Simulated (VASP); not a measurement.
Wanted: the native input for a VASP 6.6.1 run.

```
Task                   : relaxation of cell and atoms
Functional             : PBE
Potentials or basis    : VASP PAW PBE potentials, release 64 (Zn, Ga_d, N)
Cutoff                 : 600 eV
k mesh                 : 7 × 7 × 10
Occupations            : gaussian, width 0.05 eV
Spin                   : no spin polarisation
Further INCAR settings : ALGO = Normal; EDIFF = 1e-06; IBRION = 2; EDIFFG = -0.02; NSW = 60; ISIF = 3
```

The structure of ZnGaN lies in POSCAR:

```
ZnGaN
1.0
    4.2961700000      0.0000000000      0.0000000000
   -2.1480800000      3.7205900000      0.0000000000
    0.0000000000      0.0000000000      2.6522700000
Zn Ga N
1 1 1
Direct
    0.6666700000      0.3333300000      0.5000000000
    0.3333300000      0.6666700000      0.5000000000
    0.0000000000      0.0000000000      0.0000000000
```

The cell was built by a generator and needn't be a form met in nature.

One way to write it, as run:

INCAR

```
SYSTEM = ZnGaN
ALGO     = Normal         ! electronic algorithm
EDIFF    = 1E-6           ! SCF threshold, eV
EDIFFG   = -0.02          ! ionic threshold
ENCUT    = 600            ! plane-wave cutoff, eV
GGA      = PE             ! functional
IBRION   = 2              ! ionic algorithm
ISIF     = 3              ! what is computed and relaxed
ISMEAR   = 0              ! smearing method
LASPH    = .True.         ! aspherical terms in the spheres
LCHARG   = .False.        ! write CHGCAR
LREAL    = .False.        ! projectors in reciprocal space
LWAVE    = .False.        ! write WAVECAR
NELM     = 80             ! most SCF steps
NSW      = 60             ! ionic steps
PREC     = Accurate       ! precision mode
SIGMA    = 0.05           ! smearing width, eV
```

KPOINTS

```
k-points
0
Gamma
  7 7 10
  0 0 0
```

Potentials or basis: VASP PAW PBE potentials, release 64 (Zn, Ga_d, N).

The run is started by

```sh
$ cat potpaw_PBE.64/Zn/POTCAR potpaw_PBE.64/Ga_d/POTCAR potpaw_PBE.64/N/POTCAR > POTCAR
$ mpirun -np 1 vasp_std > vasp.out
```

Results of the run:

The relaxed volume is 14.10 Å³/atom, the relaxed cell is a = 4.325 Å, b = 4.325 Å, c = 2.612 Å, α = 90.00°, β = 90.00°, γ = 120.00° and the space group after relaxing (to 0.05 Å) is P-6m2 (No. 187). The energy gained by relaxing is 2.3 meV/atom. The ionic steps are 3 and the pressure after relaxing is -0.1 GPa. The band gap on the k mesh is none (metal or under the smearing width).

It took 71 s on 1 thread of Intel(R) Xeon(R) 6975P-C (Granite Rapids), on a shared host, peak memory 0.26 GiB.
